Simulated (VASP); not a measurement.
Given:

```yaml
crystal:
  lattice:
    - [2.75481, 0.00000, 0.00000]
    - [0.00000, 2.75481, 0.00000]
    - [0.00000, 0.00000, 3.96693]
  atoms:
    - { symbol: Ti, position: [0.00000, 0.00000, 0.00000] }
    - { symbol: Al, position: [0.50000, 0.50000, 0.50000] }
```

Method: MS2 meta-GGA, VASP's PBE PAW potentials (set 64) (plane waves; VASP 6.6.1). Run with 520 eV cut-off, 13×13×9 Γ-centred mesh, first-order Methfessel-Paxton smearing of 0.10 eV, potentials Ti_sv Al.

Task: Give the stress tensor in GPa (positive for a compressed cell).

Result: 
```
8.39  0.00  0.00
0.00  8.39  0.00
0.00  0.00  8.36
```
The pressure is its mean diagonal, 8.38 GPa.

The compound is TiAl in the L1_0 structure. This cell is one point of a volume scan, at 0.94 of the reference volume. The electron count is odd and the run is not spin-polarised, which forces a metal.
